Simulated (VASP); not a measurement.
Output of a VASP run:

File OUTCAR:
```
 ion  position               nearest neighbor table
   1  0.000  0.000  0.000-   2 2.42   3 2.42   4 2.42   2 2.42   3 2.42   2 2.42   4 2.42   2 2.42
                             3 2.42   4 2.42   3 2.42   4 2.42
   2  0.000  0.500  0.500-   1 2.42   3 2.42   4 2.42   1 2.42   4 2.42   1 2.42   3 2.42   1 2.42
                             3 2.42   4 2.42   4 2.42   3 2.42
   3  0.500  0.000  0.500-   1 2.42   2 2.42   4 2.42   1 2.42   4 2.42   2 2.42   4 2.42   4 2.42
                             1 2.42   2 2.42   1 2.42   2 2.42
   4  0.500  0.500  0.000-   1 2.42   2 2.42   3 2.42   2 2.42   3 2.42   1 2.42   3 2.42   3 2.42
                             1 2.42   2 2.42   2 2.42   1 2.42
  LATTYP: Found a simple cubic cell.
 ALAT       =     3.4240622220
 Subroutine PRICEL returns:
 Original cell was already a primitive cell.
 Subroutine GETGRP returns: Found 48 space group operations
The static configuration has the point symmetry O_h .
The dynamic configuration has the point symmetry O_h .
The overall configuration has the point symmetry O_h .
 Subroutine INISYM returns: Found 48 space group operations
 Subroutine IBZKPT returns following result:
 Found     35 irreducible k-points:

 Following reciprocal coordinates:
            Coordinates               Weight
  0.000000  0.000000  0.000000      1.000000
  0.111111  0.000000  0.000000      6.000000
  0.222222  0.000000  0.000000      6.000000
  0.333333  0.000000  0.000000      6.000000
  0.444444  0.000000  0.000000      6.000000
  0.111111  0.111111  0.000000     12.000000
  0.222222  0.111111  0.000000     24.000000
  0.333333  0.111111  0.000000     24.000000
  0.444444  0.111111  0.000000     24.000000
  0.222222  0.222222  0.000000     12.000000
  0.333333  0.222222  0.000000     24.000000
  0.444444  0.222222  0.000000     24.000000
  0.333333  0.333333  0.000000     12.000000
  0.444444  0.333333  0.000000     24.000000
  0.444444  0.444444  0.000000     12.000000
  0.111111  0.111111  0.111111      8.000000
  0.222222  0.111111  0.111111     24.000000
  0.333333  0.111111  0.111111     24.000000
  0.444444  0.111111  0.111111     24.000000
  0.222222  0.222222  0.111111     24.000000
  0.333333  0.222222  0.111111     48.000000
  0.444444  0.222222  0.111111     48.000000
  0.333333  0.333333  0.111111     24.000000
  0.444444  0.333333  0.111111     48.000000
  0.444444  0.444444  0.111111     24.000000
  0.222222  0.222222  0.222222      8.000000
  0.333333  0.222222  0.222222     24.000000
  0.444444  0.222222  0.222222     24.000000
  0.333333  0.333333  0.222222     24.000000
  0.444444  0.333333  0.222222     48.000000
  0.444444  0.444444  0.222222     24.000000
  0.333333  0.333333  0.333333      8.000000
  0.444444  0.333333  0.333333     24.000000
  0.444444  0.444444  0.333333     24.000000
  0.444444  0.444444  0.444444      8.000000
   k-points           NKPTS =     35   k-points in BZ     NKDIM =     35   number of bands    NBANDS=     20
   number of dos      NEDOS =    301   number of ions     NIONS =      4
   total plane-waves  NPLWV =  21952
   dimension x,y,z NGX =    28 NGY =   28 NGZ =   28
   dimension x,y,z NGXF=    56 NGYF=   56 NGZF=   56
   ions per type =               1   3
   PREC   = accura    normal or accurate (medium, high low for compatibility)
   ISTART =      0    job   : 0-new  1-cont  2-samecut
   ICHARG =      2    charge: 1-file 2-atom 10-const
   ISPIN  =      2    spin polarized calculation?
   LNONCOLLINEAR =      F non collinear calculations
   LSORBIT =      F    spin-orbit coupling
   INIWAV =      1    electr: 0-lowe 1-rand  2-diag
   ENCUT  =  500.0 eV  36.75 Ry    6.06 a.u.   6.24  6.24  6.24*2*pi/ulx,y,z
   NELM   =    100;   NELMIN=  2; NELMDL= -5     # of ELM steps
   EDIFF  = 0.1E-05   stopping-criterion for ELM
   LREAL  =      F    real-space projection
   NLSPLINE    = F    spline interpolate recip. space projectors
   LMAXMIX     =    4 max onsite mixed and CHGCAR
   VOSKOWN=      0    Vosko Wilk Nusair interpolation
   EDIFFG = -.2E-01   stopping-criterion for IOM
   NSW    =     40    number of steps for IOM
...
```

**OSZICAR**
```
...
DAV:   3    -0.288669832238E+02   -0.10655E+02   -0.98790E+01  2996   0.114E+02
DAV:   4    -0.290973707324E+02   -0.23039E+00   -0.22895E+00  3216   0.153E+01
DAV:   5    -0.291046828622E+02   -0.73121E-02   -0.73108E-02  3424   0.257E+00    0.225E+01
DAV:   6    -0.287875524447E+02    0.31713E+00   -0.77983E+01  3116   0.148E+02    0.192E+01
DAV:   7    -0.241741333437E+02    0.46134E+01   -0.20886E+01  3084   0.771E+01    0.318E+00
DAV:   8    -0.241169387586E+02    0.57195E-01   -0.42172E-01  3128   0.626E+00    0.157E+00
DAV:   9    -0.240869668543E+02    0.29972E-01   -0.43707E-02  3688   0.298E+00    0.312E-01
DAV:  10    -0.240858549697E+02    0.11119E-02   -0.17632E-03  3048   0.456E-01    0.153E-01
DAV:  11    -0.240857609503E+02    0.94019E-04   -0.24323E-04  3612   0.189E-01    0.135E-01
DAV:  12    -0.240858239150E+02   -0.62965E-04   -0.52004E-05  3476   0.108E-01    0.124E-01
DAV:  13    -0.240857241101E+02    0.99805E-04   -0.54444E-05  3200   0.138E-01    0.110E-01
DAV:  14    -0.240855240125E+02    0.20010E-03   -0.41231E-04  3340   0.371E-01    0.752E-02
DAV:  15    -0.240854431371E+02    0.80875E-04   -0.43301E-04  3360   0.344E-01    0.243E-02
DAV:  16    -0.240854463914E+02   -0.32543E-05   -0.53346E-05  3152   0.102E-01    0.139E-02
DAV:  17    -0.240854453309E+02    0.10605E-05   -0.14414E-05  3128   0.638E-02    0.709E-03
DAV:  18    -0.240854462296E+02   -0.89871E-06   -0.15595E-06  1868   0.173E-02
   1 F= -.16568601E+02 E0= -.16568764E+02  d E =-.165686E+02  mag=     0.0001
       N       E                     dE             d eps       ncg     rms          rms(c)
DAV:   1    -0.287090576424E+02   -0.46236E+01   -0.61956E+01  2816   0.125E+02    0.210E+01
DAV:   2    -0.269378474646E+02    0.17712E+01   -0.65517E+01  3064   0.141E+02    0.145E+01
DAV:   3    -0.234453776246E+02    0.34925E+01   -0.16100E+01  3064   0.695E+01    0.336E+00
DAV:   4    -0.233489132821E+02    0.96464E-01   -0.30980E-01  3096   0.606E+00    0.192E+00
DAV:   5    -0.233035060743E+02    0.45407E-01   -0.45939E-02  3820   0.267E+00    0.476E-01
DAV:   6    -0.233034815587E+02    0.24516E-04   -0.63150E-03  2872   0.100E+00    0.122E-01
DAV:   7    -0.233034981657E+02   -0.16607E-04   -0.20792E-04  3624   0.148E-01    0.333E-02
DAV:   8    -0.233034898482E+02    0.83176E-05   -0.25427E-05  3176   0.628E-02    0.209E-02
DAV:   9    -0.233034850039E+02    0.48443E-05   -0.12745E-05  3688   0.450E-02    0.788E-03
DAV:  10    -0.233034851966E+02   -0.19279E-06   -0.79103E-07  1580   0.103E-02
   2 F= -.16456542E+02 E0= -.16456820E+02  d E =0.112059E+00  mag=     0.0000
       N       E                     dE             d eps       ncg     rms          rms(c)
DAV:   1    -0.262891148383E+02   -0.29856E+01   -0.27348E+01  2808   0.897E+01    0.139E+01
DAV:   2    -0.261891129053E+02    0.10000E+00   -0.32108E+01  3096   0.936E+01    0.113E+01
DAV:   3    -0.239358156664E+02    0.22533E+01   -0.98561E+00  3112   0.548E+01    0.250E+00
DAV:   4    -0.239105837244E+02    0.25232E-01   -0.20291E-01  2856   0.454E+00    0.150E+00
DAV:   5    -0.238904915901E+02    0.20092E-01   -0.24277E-02  3952   0.205E+00    0.321E-01
DAV:   6    -0.238901668451E+02    0.32474E-03   -0.26637E-03  3008   0.608E-01    0.923E-02
DAV:   7    -0.238901725380E+02   -0.56929E-05   -0.27239E-04  4064   0.242E-01    0.250E-02
DAV:   8    -0.238901745247E+02   -0.19868E-05   -0.14186E-05  3300   0.576E-02    0.407E-03
DAV:   9    -0.238901740135E+02    0.51123E-06   -0.50386E-07  1568   0.971E-03
   3 F= -.16610735E+02 E0= -.16610944E+02  d E =-.421343E-01  mag=     0.0000
```

**OUTCAR**
```
------------------------ aborting loop because EDIFF is reached ----------------------------------------
  FORCE on cell =-STRESS in cart. coord.  units (eV):
  Direction    XX          YY          ZZ          XY          YZ          ZX
  --------------------------------------------------------------------------------------
  Total        7.2510336      7.2510336      7.2510336      0.0000000     -0.0000000      0.0000000
  in kB      298.8293610    298.8293610    298.8293610      0.0000000     -0.0000000      0.0000000
  external PRESSURE =      -1.1706390 kB  Pullay stress =     300.0000000 kB
  volume of cell :       38.88
      direct lattice vectors                 reciprocal lattice vectors
     3.387628236 -0.000000000 -0.000000000     0.295191777  0.000000000  0.000000000
    -0.000000000  3.387628236 -0.000000000     0.000000000  0.295191777 -0.000000000
    -0.000000000  0.000000000  3.387628236     0.000000000  0.000000000  0.295191777
 POSITION                                       TOTAL-FORCE (eV/Angst)
 -----------------------------------------------------------------------------------
      0.00000      0.00000      0.00000         0.000000     -0.000000      0.000000
     -0.00000      1.69381      1.69381        -0.000000      0.000000      0.000000
      1.69381      0.00000      1.69381         0.000000      0.000000      0.000000
      1.69381      1.69381     -0.00000         0.000000     -0.000000      0.000000
 -----------------------------------------------------------------------------------
    total drift:                                0.000000      0.000000      0.000000
  FREE ENERGIE OF THE ION-ELECTRON SYSTEM (eV)
  ---------------------------------------------------
  free  energy   TOTEN  =       -23.8901740135 eV

  energy  without entropy=      -23.8908010835  energy(sigma->0) =      -23.89038304
  enthalpy is  TOTEN    =       -16.6107351250 eV   P V=        7.2794388885

 total charge

# of ion       s       p       d       tot
------------------------------------------
    1        0.427   0.461   0.000   0.888
    2        0.568   0.670   8.471   9.709
    3        0.568   0.670   8.471   9.709
    4        0.568   0.670   8.471   9.709
--------------------------------------------------
tot          2.132   2.470  25.414  30.016

 magnetization (x)

# of ion       s       p       d       tot
------------------------------------------
    1       -0.000  -0.000   0.000  -0.000
    2       -0.000  -0.000   0.000   0.000
    3       -0.000  -0.000   0.000   0.000
    4       -0.000  -0.000   0.000   0.000
--------------------------------------------------
tot         -0.000  -0.000   0.000   0.000

 reached required accuracy - stopping structural energy minimisation
```
(Selected blocks of OUTCAR.)

POSCAR:
```
Ni3Al
1
    3.4240622220     0.0000000000     0.0000000000
    0.0000000000     3.4240622220     0.0000000000
    0.0000000000     0.0000000000     3.4240622220
Al Ni
1 3
Direct
  0.0000000000   0.0000000000   0.0000000000
  0.0000000000   0.5000000000   0.5000000000
  0.5000000000   0.0000000000   0.5000000000
  0.5000000000   0.5000000000   0.0000000000
```

Problem. Write an INCAR and KPOINTS that could have produced this output.

Solution. This is not unique; one that fits is the input of the run itself, PBEsol GGA, plane waves, VASP's PBE PAW potentials (set 64).

### INCAR
```
SYSTEM=Ni3Al
PREC=Accurate; ENCUT=500; LREAL=.FALSE.
LASPH=.TRUE.
EDIFF=1E-6; NELM=100; ALGO=Normal
LMAXMIX=4
ISMEAR=1; SIGMA=0.1
GGA=PS
MAGMOM=-0.0 0.2 0.2 0.2
ISPIN=2
IBRION=2; NSW=40; ISIF=3
EDIFFG=-0.02; PSTRESS=300
LWAVE=.FALSE.; LCHARG=.FALSE.; LORBIT=10
```

File KPOINTS:
```
Automatic mesh
0
Gamma
9 9 9
0 0 0
```

POTCAR, in this order: Al Ni (PBE.64 set). Program: vasp_std.

Energy and stress use the plane-wave basis of the starting cell.

The compound is Ni3Al in the L1_2 structure. This run relaxes it under an external pressure of 30 GPa. Symmetry was kept, so distortions that lower it aren't found.
